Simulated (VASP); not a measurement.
A convergence study with VASP on Zr (hcp): one setting is varied, all else stays as given below, so the limit is that of these other settings. The cell's lengths are 1 % over those of the tabulated start and one atom is moved, so it is off equilibrium.

```yaml
crystal:
  lattice:
    - [1.63115, -2.82524, 0.00000]
    - [1.63115, 2.82524, 0.00000]
    - [0.00000, 0.00000, 5.20150]
  atoms:
    - { symbol: Zr, position: [0.33333, 0.66667, 0.25000] }
    - { symbol: Zr, position: [0.68524, 0.35191, 0.75000] }
```

The numbers are results of PBEsol GGA, VASP's PBE PAW potentials (set 64) (plane waves; VASP), not measurements. The tightest run used: 1000 eV cut-off, 14×14×8 Γ-centred mesh, first-order Methfessel-Paxton smearing of 0.10 eV, potentials Zr_sv.

The settings run are ENCUT = 150; ENCUT = 200; ENCUT = 250; ENCUT = 300; ENCUT = 350; ENCUT = 400; ENCUT = 450; ENCUT = 500; ENCUT = 550; ENCUT = 600; ENCUT = 650; ENCUT = 700; ENCUT = 750; ENCUT = 800; ENCUT = 850; ENCUT = 1000. From which on does the stress (every component) stay within 0.2 GPa of the tightest run?

From ENCUT = 450 on: it is off by 0.03 there and by no more than 0.2 in any finer run, while ENCUT = 400 is off by 0.24.
```tsv
setting	E (eV/atom)	pressure (GPa)	largest force (eV/Å)	plane waves	difference judged (GPa)
ENCUT = 150	-7.8988	-153.91	0.031	214	148.33
ENCUT = 200	-8.9905	-20.76	0.057	318	15.24
ENCUT = 250	-9.0434	-5.71	0.053	446	0.12
ENCUT = 300	-9.0451	-6.28	0.054	580	0.67
ENCUT = 350	-9.0471	-6.38	0.053	733	0.77
ENCUT = 400	-9.0518	-5.86	0.053	892	0.24
ENCUT = 450	-9.0527	-5.64	0.053	1085	0.03
ENCUT = 500	-9.0525	-5.67	0.053	1236	0.06
ENCUT = 550	-9.0525	-5.70	0.053	1430	0.09
ENCUT = 600	-9.0527	-5.68	0.054	1640	0.07
ENCUT = 650	-9.0528	-5.64	0.054	1822	0.03
ENCUT = 700	-9.0529	-5.63	0.054	2032	0.02
ENCUT = 750	-9.0529	-5.64	0.054	2261	0.03
ENCUT = 800	-9.0529	-5.64	0.054	2492	0.03
ENCUT = 850	-9.0529	-5.62	0.054	2715	0.00
ENCUT = 1000	-9.0527	-5.62	0.054	3507	0.00
```

Left out are rungs that failed or repeat a setting and relaxations that didn't move; long series are thinned to 24 rows.

The compound is Zr in the hcp structure. The cell was not relaxed at this level, it is distorted from the ideal structure.
